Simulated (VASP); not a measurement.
All values below come from PBE GGA, VASP's PBE PAW potentials (set 64) (plane waves; VASP).

Gaps are without spin-orbit coupling.

Order these relaxed crystals by band gap, smallest first: KZnF3, Pm-3m (221); SnO, P4/nmm (129); CdI2, P-3m1 (164); BN, P6_3/mmc (194).

SnO, P4/nmm (129) (0.46 eV), CdI2, P-3m1 (164) (2.40 eV), KZnF3, Pm-3m (221) (3.65 eV), BN, P6_3/mmc (194) (4.47 eV)
